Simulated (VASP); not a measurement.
# GW-BSE spectrum of BN (Qingsongite), part 3 of 3

Wanted: the lowest vertical excitons of BN (Qingsongite) and its absorption. The cell is of the zinc-blende type, one of the forms listed for this formula. The start is a cell from a database of measured crystal structures.

VASP 6.6.1, plane waves and PAW; the level of theory is named at each step.

So far, quasiparticle gap on the mesh (eV): step 4 (G0W0) 5.74.

### 5. BSE, Tamm-Dancoff

This step: BSE on G0W0 on PBE; plane waves and PAW (N_GW, B_GW) (VASP 6.6.1).

The Bethe-Salpeter equation adds the screened attraction of electron and hole to the quasiparticle pairs; ANTIRES = 0 leaves out the coupling to antiresonant pairs.

INCAR

```
SYSTEM = BN
PREC = Accurate
ENCUT = 450
ISMEAR = 0
SIGMA = 0.01
LREAL = .FALSE.
GGA = PE
NBANDS = 32
ALGO = BSE
NBANDSO = 3
NBANDSV = 4
OMEGAMAX = 25
NEDOS = 1000
CSHIFT = 0.1
PRECFOCK = Fast
LWAVE = .FALSE.
LCHARG = .FALSE.
ENCUTGW = 100
ANTIRES = 0
```

POSCAR

```
BN
1.0
    0.0000000000      1.8075000000      1.8075000000
    1.8075000000      0.0000000000      1.8075000000
    1.8075000000      1.8075000000      0.0000000000
N B
1 1
Direct
    0.7500000000      0.7500000000      0.7500000000
    0.0000000000      0.0000000000      0.0000000000
```

KPOINTS

```
Automatic mesh
0
Gamma
8 8 8
0 0 0
```

Potentials, in the order of the species: N_GW and B_GW (PBE family, release 64).

On the command line:

```bash
> mpirun -np 8 vasp_std
```

What it wrote:

```text
[banner, memory and clock lines left out]
running    8 mpi-ranks, on    1 nodes
 distrk:  each k-point on    8 cores,    1 groups
 distr:  one band on    1 cores,    8 groups

 POSCAR found type information on POSCAR N B
 POSCAR found :  2 types and       2 ions
|                                                                             |
|           W    W    AA    RRRRR   N    N  II  N    N   GGGG   !!!           |
|           W    W   A  A   R    R  NN   N  II  NN   N  G    G  !!!           |
|           W    W  A    A  R    R  N N  N  II  N N  N  G       !!!           |
|           W WW W  AAAAAA  RRRRR   N  N N  II  N  N N  G  GGG   !            |
|           WW  WW  A    A  R   R   N   NN  II  N   NN  G    G                |
|           W    W  A    A  R    R  N    N  II  N    N   GGGG   !!!           |
|                                                                             |
|     For optimal performance we recommend to set                             |
|       NCORE = 2 up to number-of-cores-per-socket                            |
|     NCORE specifies how many cores store one orbital (NPAR=cpu/NCORE).      |
|     This setting can greatly improve the performance of VASP for DFT.       |
|     The default, NCORE=1 might be grossly inefficient on modern             |
|     multi-core architectures or massively parallel machines. Do your        |
|     Unfortunately you need to use the default for GW and RPA                |
|     calculations (for HF NCORE is supported but not extensively tested      |
|     yet).                                                                   |
|                                                                             |

|                                                                             |
|           W    W    AA    RRRRR   N    N  II  N    N   GGGG   !!!           |
|           W    W   A  A   R    R  NN   N  II  NN   N  G    G  !!!           |
|           W    W  A    A  R    R  N N  N  II  N N  N  G       !!!           |
|           W WW W  AAAAAA  RRRRR   N  N N  II  N  N N  G  GGG   !            |
|           WW  WW  A    A  R   R   N   NN  II  N   NN  G    G                |
|           W    W  A    A  R    R  N    N  II  N    N   GGGG   !!!           |
|                                                                             |
|     The default for ENCUTGWSOFT is different in this version of VASP.       |
|     please manually set ENCUTGWSOFT =100 in the INCAR file.                 |
|                                                                             |

 LDA part: xc-table for (Slater+PW92), standard interpolation
 found WAVECAR, reading the header
 POSCAR, INCAR and KPOINTS ok, starting setup
 FFT: planning ... GRIDC
 FFT: planning ... GRID_SOFT
 FFT: planning ... GRID
 reading WAVECAR
 the WAVECAR file was read successfully
 initial charge from wavefunction
 available memory per node:     30.28 GB, setting MAXMEM to     31004

 The Fermi energy was updated, please check that it is located mid-gap
 values below the HOMO (VB) or above the LUMO (CB) will cause erroneous energies
 E-fermi :   9.9190

 the WAVEDER file was read successfully
 responsefunction array rank=      32

 min. memory requirement per mpi rank     57.2 MB, per node    457.7 MB

 Doing            0  frequencies on each core in blocks of            0
 Found all WFULLXXXX.tmp files
 reading now WFULL0001.tmp
 reading now WFULL0002.tmp
 reading now WFULL0003.tmp
 reading now WFULL0004.tmp
 reading now WFULL0005.tmp
 reading now WFULL0006.tmp
 reading now WFULL0007.tmp
 reading now WFULL0008.tmp
 reading now WFULL0009.tmp
 reading now WFULL0010.tmp
 reading now WFULL0011.tmp
 reading now WFULL0012.tmp
 reading now WFULL0013.tmp
 reading now WFULL0014.tmp
 reading now WFULL0015.tmp
 reading now WFULL0016.tmp
 reading now WFULL0017.tmp
 reading now WFULL0018.tmp
 reading now WFULL0019.tmp
 reading now WFULL0020.tmp
 reading now WFULL0021.tmp
 reading now WFULL0022.tmp
 reading now WFULL0023.tmp
 reading now WFULL0024.tmp
 reading now WFULL0025.tmp
 reading now WFULL0026.tmp
 reading now WFULL0027.tmp
 reading now WFULL0028.tmp
 reading now WFULL0029.tmp
 parallelization over k-points
 Using distributed matrix
 Using distributed eigensolver
 allocating two-electron 4 orbital integral table    3    4    3    4
 BSE setting up matrix
 available memory per node:     30.19 GB, setting MAXMEM to     30912
 Calculate matrix elements of the BSE Hamiltonian:
 Workload is divided into blocks of two-electron 4 orbital integrals computed in
  parallel.
 Each block/integral has dimensions  of (   3,   4,   3,   4) orbitals
 Total number of blocks/integrals:               131328
 Number of spins:                                     1
 Number of kpoints:                                 512
 Spin channel:                                        1
  Number of blocks of unoccupied bands:               1
  Number of blocks of occupied bands:                 1
 Number of rows/columns of blocks:                  512

                                                        Time (sec)
               Integrals                 Ranks       Real         CPU
  [         1 -       4096/    131328]     8         0.70        0.00
  [      4097 -       8192/    131328]     8         1.40        0.00
  [      8193 -      12288/    131328]     8         2.23        0.00
  [     12289 -      16384/    131328]     8         2.94        0.00
  [     16385 -      20480/    131328]     8         3.59        0.00
  [     20481 -      24576/    131328]     8         4.27        0.00
  [     24577 -      28672/    131328]     8         4.98        0.00
  [     28673 -      32768/    131328]     8         5.78        0.00
  [     32769 -      36864/    131328]     8         6.59        0.00
  [     36865 -      40960/    131328]     8         7.35        0.00
  [     40961 -      45056/    131328]     8         8.14        0.00
  [     45057 -      49152/    131328]     8         8.81        0.00
  [     49153 -      53248/    131328]     8         9.48        0.00
  [     53249 -      57344/    131328]     8        10.17        0.00
  [     57345 -      61440/    131328]     8        10.89        0.00
  [     61441 -      65536/    131328]     8        11.58        0.00
  [     65537 -      69632/    131328]     8        12.33        0.00
  [     69633 -      73728/    131328]     8        12.99        0.00
  [     73729 -      77824/    131328]     8        13.65        0.00
  [     77825 -      81920/    131328]     8        14.27        0.00
  [     81921 -      86016/    131328]     8        14.90        0.00
  [     86017 -      90112/    131328]     8        15.55        0.00
  [     90113 -      94208/    131328]     8        16.16        0.00
  [     94209 -      98304/    131328]     8        16.79        0.00
  [     98305 -     102400/    131328]     8        17.45        0.00
  [    102401 -     106496/    131328]     8        18.09        0.00
  [    106497 -     110592/    131328]     8        18.76        0.00
  [    110593 -     114688/    131328]     8        19.45        0.00
  [    114689 -     118784/    131328]     8        20.15        0.00
  [    118785 -     122880/    131328]     8        20.85        0.00
  [    122881 -     126976/    131328]     8        21.55        0.00
  [    126977 -     131072/    131328]     8        22.21        0.00
  [    131073 -     131328/    131328]     8        22.29        0.00

 BSE redistributing all elements
 BSE diagonalizing matrix PDSYEVX_ZHEEVX_DESC
 BSE calculating oscillator strength
```

It took 53 s on 8 MPI ranks of Intel Xeon 6975P-C (Granite Rapids), shared host; peak memory 2.9 GiB.

OUTCAR, selected parts (step 5):

```text
   NELECT =       8.0000    total number of electrons

 E-fermi :   9.9190

[... 8 parts as in an earlier step ...]

[... 2 further parts left out ...]
```

Numbers from this step:

```
lowest excitation                     : 10.26 eV
direct gap less the lowest excitation : 0.5528 eV
```

The imaginary dielectric function, xx has structure finer than the step of the table below, so its rows give means over 1 eV, whole bins alone (the curve runs from 0 to 25 eV). Peaks (eV: height): 10.6: 38.0, 11.5: 18.5, 12.4: 17.7, 12.9: 15.4, 15.5: 7.30.

From 3 filled and 4 empty bands alone, without any pair above OMEGAMAX = 25 eV, so strength is missing wherever others contribute; lines are broadened by CSHIFT, which also makes the tail under the first line. The imaginary dielectric function, xx by photon energy; means over each step:

| photon energy (eV) | imaginary dielectric function, xx |
| --- | --- |
| 1 | 0.00503 |
| 2 | 0.0105 |
| 3 | 0.0171 |
| 4 | 0.0256 |
| 5 | 0.0379 |
| 6 | 0.0570 |
| 7 | 0.0914 |
| 8 | 0.167 |
| 9 | 0.421 |
| 10 | 6.63 |
| 11 | 19.3 |
| 12 | 12.9 |
| 13 | 9.37 |
| 14 | 4.17 |
| 15 | 4.18 |
| 16 | 4.43 |
| 17 | 1.29 |
| 18 | 1.48 |
| 19 | 0.761 |
| 20 | 0.813 |
| 21 | 0.704 |
| 22 | 0.558 |
| 23 | 0.349 |
| 24 | 0.263 |

Some of the lowest 40 states alone, with states under 2.5 meV apart joined, scaled to the strongest line shown. Lines of the exciton spectrum (strongest = 100):

| position (eV) | lines merged | oscillator strength |
| --- | --- | --- |
| 10.263 | 6 | 38 |
| 10.277 | 2 | 0.0 |
| 10.295 | 1 | 0.0 |
| 10.594 | 3 | 100 |
| 10.631 | 3 | 0.0 |
| 10.673 | 3 | 0.0 |
| 10.683 | 3 | 2.8 |
| 10.700 | 3 | 0.8 |
| 10.717 | 3 | 0.0 |
| 10.815 | 2 | 0.0 |
| 10.870 | 3 | 5.1 |
| 10.883 | 1 | 0.0 |
| 10.924 | 3 | 38 |

The lowest excitation lies at 10.262 eV, -553 meV against the direct gap of these orbitals. No second mesh in this session tests these energies, peaks and heights.

### 6. Independent quasiparticles

This step: BSE on G0W0 on PBE, independent quasiparticles; plane waves and PAW (N_GW, B_GW) (VASP 6.6.1).

With LADDER and LHARTREE off the pairs don't interact at all, so the lowest line must equal the direct gap.

INCAR, as its differences from that of step 5:

```diff
@@ -19 +19,3 @@
 ANTIRES = 0
+LADDER = .FALSE.
+LHARTREE = .FALSE.
```

POSCAR is that of step 5.

KPOINTS is that of step 5.

On the command line:

```bash
> mpirun -np 8 vasp_std
```

What it wrote:

```text
[banner, memory and clock lines left out]
 LDA part: xc-table for (Slater+PW92), standard interpolation
 found WAVECAR, reading the header
 POSCAR, INCAR and KPOINTS ok, starting setup
 FFT: planning ... GRIDC
 FFT: planning ... GRID_SOFT
 FFT: planning ... GRID
 reading WAVECAR
 the WAVECAR file was read successfully
 initial charge from wavefunction
 available memory per node:     29.86 GB, setting MAXMEM to     30575

 Doing            0  frequencies on each core in blocks of            0
 parallelization over k-points
 Using distributed matrix
 Using distributed eigensolver
 allocating two-electron 4 orbital integral table    3    4    3    4
 BSE setting up matrix
 available memory per node:     29.82 GB, setting MAXMEM to     30531
 Calculate matrix elements of the BSE Hamiltonian:
 Workload is divided into blocks of two-electron 4 orbital integrals computed in
  parallel.
 Each block/integral has dimensions  of (   3,   4,   3,   4) orbitals
 Total number of blocks/integrals:               131328
 Number of spins:                                     1
 Number of kpoints:                                 512
 Spin channel:                                        1
  Number of blocks of unoccupied bands:               1
  Number of blocks of occupied bands:                 1
 Number of rows/columns of blocks:                  512

                                                        Time (sec)
               Integrals                 Ranks       Real         CPU
  [         1 -       4096/    131328]     8         0.14        0.00
  [      4097 -       8192/    131328]     8         0.25        0.00
  [      8193 -      12288/    131328]     8         0.37        0.00
  [     12289 -      16384/    131328]     8         0.50        0.00
  [     16385 -      20480/    131328]     8         0.60        0.00
  [     20481 -      24576/    131328]     8         0.73        0.00
  [     24577 -      28672/    131328]     8         0.84        0.00
  [     28673 -      32768/    131328]     8         0.95        0.00
  [     32769 -      36864/    131328]     8         1.06        0.00
  [     36865 -      40960/    131328]     8         1.16        0.00
  [     40961 -      45056/    131328]     8         1.26        0.00
  [     45057 -      49152/    131328]     8         1.36        0.00
  [     49153 -      53248/    131328]     8         1.46        0.00
  [     53249 -      57344/    131328]     8         1.58        0.00
  [     57345 -      61440/    131328]     8         1.70        0.00
  [     61441 -      65536/    131328]     8         1.85        0.00
  [     65537 -      69632/    131328]     8         1.98        0.00
  [     69633 -      73728/    131328]     8         2.09        0.00
  [     73729 -      77824/    131328]     8         2.20        0.00
  [     77825 -      81920/    131328]     8         2.30        0.00
  [     81921 -      86016/    131328]     8         2.39        0.00
  [     86017 -      90112/    131328]     8         2.49        0.00
  [     90113 -      94208/    131328]     8         2.58        0.00
  [     94209 -      98304/    131328]     8         2.66        0.00
  [     98305 -     102400/    131328]     8         2.74        0.00
  [    102401 -     106496/    131328]     8         2.84        0.00
  [    106497 -     110592/    131328]     8         2.94        0.00
  [    110593 -     114688/    131328]     8         3.06        0.00
  [    114689 -     118784/    131328]     8         3.18        0.00
  [    118785 -     122880/    131328]     8         3.29        0.00
  [    122881 -     126976/    131328]     8         3.41        0.00
  [    126977 -     131072/    131328]     8         3.54        0.00
  [    131073 -     131328/    131328]     8         3.55        0.00

[... 7 parts as in an earlier step ...]
```

Run time: 31 s. Hardware: 8 MPI ranks; peak memory 2.8 GiB.

From OUTCAR (step 6):

```text
   NELECT =       8.0000    total number of electrons

 E-fermi :   9.9190

[... 8 parts as in an earlier step ...]

[... 2 further parts left out ...]
```

Numbers from this step:

| Property | Result |
| --- | --- |
| lowest excitation | 10.81 eV |

The imaginary dielectric function, xx has structure finer than the step of the table below, so its rows give means over 0.5 eV, whole bins alone (the curve runs from 0 to 25 eV). Peaks (eV: height): 12.39: 10.7, 13.21: 11.0, 13.76: 17.5, 14.14: 15.8, 15.47: 8.60, 16.27: 9.96, 16.97: 13.4.

From 3 filled and 4 empty bands alone, without any pair above OMEGAMAX = 25 eV, so strength is missing wherever others contribute; lines are broadened by CSHIFT, which also makes the tail under the first line. Imaginary dielectric function, xx against photon energy; means over each step:

photon energy (eV), imaginary dielectric function, xx and a bar:
```
      0.5        0.0 
      1.0        0.0 
      1.5        0.0 
      2.0        0.0 
      2.5        0.0 
      3.0        0.0 
      3.5        0.0 
      4.0        0.0 
      4.5        0.0 
      5.0        0.0 
      5.5        0.0 
      6.0        0.0 
      6.5        0.0 
      7.0        0.0 
      7.5        0.0 
      8.0        0.1 
      8.5        0.1 
      9.0        0.1 
      9.5        0.1 
     10.0        0.2 
     10.5        0.6 #
     11.0        2.3 #####
     11.5        5.0 ##########
     12.0        8.2 #################
     12.5        8.5 #################
     13.0        7.9 ################
     13.5       12.3 #########################
     14.0       14.6 ##############################
     14.5        8.9 ##################
     15.0        6.7 ##############
     15.5        6.6 ##############
     16.0        6.0 ############
     16.5        9.9 ####################
     17.0       10.9 ######################
     17.5        4.3 #########
     18.0        1.8 ####
     18.5        2.1 ####
     19.0        3.6 #######
     19.5        2.1 ####
     20.0        1.4 ###
     20.5        1.7 ###
     21.0        1.5 ###
     21.5        1.5 ###
     22.0        1.7 ###
     22.5        1.7 ###
     23.0        0.7 #
     23.5        0.9 ##
     24.0        0.7 #
     24.5        0.8 ##
```

The lowest excitation lies at 10.815 eV, +553 meV against the Tamm-Dancoff singlet. No second mesh in this session tests these energies, peaks and heights.

### 7. Summary

This step: BSE on G0W0 on PBE; plane waves and PAW (VASP 6.6.1).

No new run; the numbers come from the runs before.

Cost is wall time times ranks on a shared host, for this step alone, without the steps before it. Excitations by level:

| level | first excitation (eV) | cost (core minutes) |
| --- | --- | --- |
| BSE, Tamm-Dancoff | 10.26 | 7.07 |
| independent quasiparticles | 10.81 | 4.13 |

### 8. Summary of results

```yaml
bse_tamm_dancoff: lowest vertical excitation 10.262 eV; direct gap 10.815 eV
independent_quasiparticles: lowest vertical excitation 10.815 eV; direct gap 10.815 eV
```

**Reading.** The Bethe-Salpeter equation puts the lowest vertical singlet excitation at 10.262 eV, 0.55 eV below the direct gap of 10.815 eV; the states within 10 meV of it carry 38 % of the strength of the strongest such group among the lowest 40 states. The spectra were run on one mesh, so the distance from the gap isn't shown to be converged; coarse meshes tend to overstate it. Bands, response cutoff and mesh of the GW step weren't tested in this session. Only vertical pairs enter; the least gap on the mesh is indirect, 5.742 eV, and its phonon-assisted absorption is absent. Only the bands set by NBANDSO and NBANDSV form pairs, and any pair above OMEGAMAX = 25 eV is dropped, so the spectrum is that of this window; the window can cut degenerate bands. Not tabulated here, as repeats of values shown or as unfit to read for their mesh, reference level or band range: eps2 curves (empty bands); eps1 curves and static values (BSE, empty bands, independent quasiparticles); line lists of runs without attraction (independent quasiparticles).

[Lines on the potential files, build, host, timing and source positions are cut from VASP's logs without a mark.]

[Logs are printed without paths, hosts, clocks, repeated set-up lines and the standing remarks that a program may print on its own settings, such as how far it seeks lower states.]

[Hosts, paths, dates, database ids (printed as entryN), source tags and the programs' standing remarks are cut or masked in the printed files.]

[Pressures printed for these runs are not shown converged in the cutoff: they can be off by several GPa and have the wrong sign.]
